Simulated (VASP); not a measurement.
Level of theory: LDA (Ceperley-Alder, Perdew-Zunger), VASP's LDA PAW potentials (set 64) (plane waves; VASP).

VASP input:

**KPOINTS**
```
Automatic mesh
0
Gamma
16 16 9
0 0 0
```

INCAR:
```
# general
SYSTEM   =  Ru
PREC     =  Accurate
ENCUT    =  520
LREAL    =  F
LASPH    =  T

# electronic loop
EDIFF    =  1E-7
NELM     =  100
ALGO     =  Normal
LMAXMIX  =  4

# smearing
ISMEAR   =  1
SIGMA    =  0.1

# ions
IBRION   =  2
NSW      =  30
ISIF     =  4
EDIFFG   =  -0.01

# output
LWAVE    =  F
LCHARG   =  F
```

POSCAR:
```
Ru
1
    1.3259074551    -2.2965392272     0.0000000000
    1.3259074551     2.2965392272     0.0000000000
    0.0000000000     0.0000000000     4.1818238515
Ru
2
Direct
  0.3333330000   0.6666670000   0.2500000000
  0.6666670000   0.3333330000   0.7500000000
```

POTCAR, in this order: Ru_pv (LDA.64 set). Program: vasp_std.

### Question
Estimate the energy per atom (σ→0), pressure, band gap (on the k-mesh).

### Answer

The energy per atom (σ→0) is -10683 meV/atom, the band gap (on the k-mesh) is none (metal, semimetal or under 0.01 eV) and the pressure is 11.75 GPa.

OSZICAR:
```
...
DAV:   5    -0.227860247715E+02   -0.10345E-02   -0.10345E-02  5888   0.779E-01    0.215E+01
DAV:   6    -0.214913842874E+02    0.12946E+01   -0.32418E+00  5472   0.190E+01    0.620E+00
DAV:   7    -0.213785220198E+02    0.11286E+00   -0.31194E-01  5574   0.524E+00    0.134E+00
DAV:   8    -0.213661542871E+02    0.12368E-01   -0.11084E-02  5518   0.135E+00    0.151E-01
DAV:   9    -0.213661306539E+02    0.23633E-04   -0.41704E-04  7016   0.217E-01    0.307E-02
DAV:  10    -0.213661544007E+02   -0.23747E-04   -0.10450E-05  5734   0.305E-02    0.495E-03
DAV:  11    -0.213661543483E+02    0.52396E-07   -0.56703E-07  6328   0.741E-03
   1 F= -.21366154E+02 E0= -.21366320E+02  d E =-.213662E+02
```

The compound is Ru in the hcp structure. This cell is one point of a volume scan, at 0.97 of the reference volume.
